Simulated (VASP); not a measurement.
VASP input:

File POSCAR:
```
SrVO3
1
    3.7791911043     0.0000000000     0.0000000000
    0.0000000000     3.7791911043     0.0000000000
    0.0000000000     0.0000000000     3.7791911043
Sr V O
1 1 3
Direct
  0.0000000000   0.0000000000   0.0000000000
  0.5000000000   0.5000000000   0.5000000000
  0.5000000000   0.0000000000   0.5000000000
  0.0000000000   0.5000000000   0.5000000000
  0.5000000000   0.5000000000   0.0000000000
```

**KPOINTS**
```
Automatic mesh
0
Gamma
8 8 8
0 0 0
```

### INCAR
```
# general
SYSTEM  = SrVO3
PREC    = Accurate
ENCUT   = 620
LREAL   = .FALSE.
LASPH   = .TRUE.

# electronic loop
EDIFF   = 1E-6
NELM    = 100
ALGO    = Normal
LMAXMIX = 4

# smearing
ISMEAR  = 1
SIGMA   = 0.1

# ions
IBRION  = 2
NSW     = 40
ISIF    = 3
EDIFFG  = -0.02
PSTRESS = 50

# output
LWAVE   = .FALSE.
LCHARG  = .FALSE.
```

POTCAR, in this order: Sr_sv V_sv O (LDA.64 set). Program: vasp_std.

**Question.** Translate this LDA calculation to Quantum ESPRESSO's pw.x.

**Answer.** One equivalent input (not run):
```
&CONTROL
  calculation = 'vc-relax'
  pseudo_dir = './pseudo'
  outdir = './out'
  tprnfor = .true.
  tstress = .true.
  nstep = 40
  forc_conv_thr = 0.00078
/
&SYSTEM
  ibrav = 0
  nat = 5
  ntyp = 3
  ecutwfc = 84
  occupations = 'smearing'
  smearing = 'methfessel-paxton'
  degauss = 0.00735
  input_dft = 'pz'
/
&ELECTRONS
  conv_thr = 7.3e-08
  electron_maxstep = 100
/
&IONS
/
&CELL
  press = 50
/
ATOMIC_SPECIES
  Sr 87.620 Sr.upf
  V 50.941 V.upf
  O 15.999 O.upf
CELL_PARAMETERS angstrom
     3.7791911    0.0000000    0.0000000
     0.0000000    3.7791911    0.0000000
     0.0000000    0.0000000    3.7791911
ATOMIC_POSITIONS crystal
  Sr   0.0000000  0.0000000  0.0000000
  V    0.5000000  0.5000000  0.5000000
  O    0.5000000  0.0000000  0.5000000
  O    0.0000000  0.5000000  0.5000000
  O    0.5000000  0.5000000  0.0000000
K_POINTS automatic
  8 8 8 0 0 0
```
Limits of the translation: the potentials are each code's own (VASP's PAW set, PseudoDojo norm-conserving files in pw.x), so ENCUT and ecutwfc are chosen apart and not converted; conv_thr bounds pw.x's estimated SCF error, while EDIFF bounds the energy change between steps; forc_conv_thr acts on force components and is met together with etot_conv_thr.

The compound is SrVO3 in the cubic perovskite structure. This run relaxes it under an external pressure of 5 GPa. Symmetry was kept, so distortions that lower it aren't found.
